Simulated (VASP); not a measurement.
```yaml
crystal:
  lattice:
    - [0.00000, 3.06000, 3.06000]
    - [3.06000, 0.00000, 3.06000]
    - [3.06000, 3.06000, 0.00000]
  atoms:
    - { symbol: Pb, position: [0.00000, 0.00000, 0.00000] }
    - { symbol: Se, position: [0.50000, 0.50000, 0.50000] }
```

Level of theory: AM05 GGA, VASP's PBE PAW potentials (set 64) (plane waves; VASP). Run with 520 eV cut-off, 7×7×7 Γ-centred mesh, Gaussian smearing of 0.050 eV, potentials Pb_d Se.

Question: What does the run give for the energy per atom (σ→0)?

Answer: 
- energy per atom (σ→0) = -402.8 kJ/mol-atom

The absolute energy has meaning only against runs of the same code, potentials and settings.

The compound is PbSe in the rock salt structure. The cell was not relaxed at this level.
